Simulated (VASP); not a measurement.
All values below come from PBEsol GGA, VASP's PBE PAW potentials (set 64) (plane waves; VASP).

Input for VASP

POSCAR:
```
CdF2
1
    0.0000000000     2.6587846270     2.6992737330
    2.6992737330     0.0000000000     2.6992737330
    2.6992737330     2.6587846270     0.0000000000
Cd F
1 2
Direct
  1.0000000000   1.0000000000   0.0000000000
  0.2500000000   0.2500000000   0.2500000000
  0.7500000000   0.7500000000   0.7500000000
```

KPOINTS:
```
Regular mesh
0
gamma
  6 6 6
```

INCAR:
```
SYSTEM = CdF2
PREC = Accurate; ENCUT = 600; LREAL = .False.
LASPH = .True.
EDIFF = 1E-7; NELM = 100; ALGO = Normal
LMAXMIX = 4
ISMEAR = 0; SIGMA = 0.05
GGA = PS
IBRION = 2; NSW = 30; ISIF = 2
EDIFFG = -0.01
LWAVE = .False.; LCHARG = .False.
```

POTCAR, in this order: Cd F (PBE.64 set). Program: vasp_std.

The resulting files:

File OSZICAR:
```
       N       E                     dE             d eps       ncg     rms          rms(c)
DAV:   1     0.218605087052E+03    0.21861E+03   -0.17067E+04  1036   0.174E+03
DAV:   2    -0.342452207420E+01   -0.22203E+03   -0.21561E+03  1187   0.406E+02
DAV:   3    -0.129595098241E+02   -0.95350E+01   -0.95144E+01  1093   0.942E+01
DAV:   4    -0.130086979474E+02   -0.49188E-01   -0.49182E-01  1192   0.676E+00
DAV:   5    -0.130088754802E+02   -0.17753E-03   -0.17753E-03  1089   0.355E-01    0.989E+00
DAV:   6    -0.115858085325E+02    0.14231E+01   -0.42108E+00  1280   0.409E+01    0.759E+00
DAV:   7    -0.116115440553E+02   -0.25736E-01   -0.72398E-01  1026   0.890E+00    0.451E+00
DAV:   8    -0.116011458377E+02    0.10398E-01   -0.16524E-01  1110   0.420E+00    0.720E-01
DAV:   9    -0.115910377109E+02    0.10108E-01   -0.41586E-02  1300   0.265E+00    0.103E-01
DAV:  10    -0.115915449266E+02   -0.50722E-03   -0.34742E-03  1051   0.644E-01    0.952E-02
DAV:  11    -0.115916383637E+02   -0.93437E-04   -0.11683E-04  1135   0.145E-01    0.463E-02
DAV:  12    -0.115916678787E+02   -0.29515E-04   -0.10594E-04  1055   0.954E-02    0.176E-02
DAV:  13    -0.115916710859E+02   -0.32072E-05   -0.77768E-06  1151   0.336E-02    0.411E-03
DAV:  14    -0.115916713191E+02   -0.23317E-06   -0.65782E-07  1063   0.744E-03    0.193E-03
DAV:  15    -0.115916713089E+02    0.10142E-07   -0.13522E-07   826   0.340E-03
   1 F= -.11591671E+02 E0= -.11591671E+02  d E =-.115917E+02
```

### OUTCAR
```
------------------------ aborting loop because EDIFF is reached ----------------------------------------
  FORCE on cell =-STRESS in cart. coord.  units (eV):
  Direction    XX          YY          ZZ          XY          YZ          ZX
  --------------------------------------------------------------------------------------
  Total        0.2102516      0.6137146      0.2102516      0.0000000      0.0000000      0.0000000
  in kB        8.6944670     25.3787387      8.6944670      0.0000000      0.0000000      0.0000000
  external PRESSURE =      14.2558909 kB  Pullay stress =       0.0000000 kB
  volume of cell :       38.74
      direct lattice vectors                 reciprocal lattice vectors
     0.000000000  2.658784627  2.699273733    -0.185235011  0.188055849  0.185235011
     2.699273733  0.000000000  2.699273733     0.185235011 -0.188055849  0.185235011
     2.699273733  2.658784627  0.000000000     0.185235011  0.188055849 -0.185235011
 POSITION                                       TOTAL-FORCE (eV/Angst)
 -----------------------------------------------------------------------------------
      0.00000      0.00000      0.00000         0.000000      0.000000     -0.000000
      1.34964      1.32939      1.34964         0.000000      0.000000      0.000000
      4.04891      3.98818      4.04891        -0.000000     -0.000000      0.000000
 -----------------------------------------------------------------------------------
    total drift:                                0.000000     -0.000000      0.000000
  FREE ENERGIE OF THE ION-ELECTRON SYSTEM (eV)
  ---------------------------------------------------
  free  energy   TOTEN  =       -11.5916713089 eV

  energy  without entropy=      -11.5916713089  energy(sigma->0) =      -11.59167131

 reached required accuracy - stopping structural energy minimisation
```
(Selected blocks of OUTCAR.)

The compound is CdF2 in the fluorite structure. This cell was strained or had an atom moved on purpose.
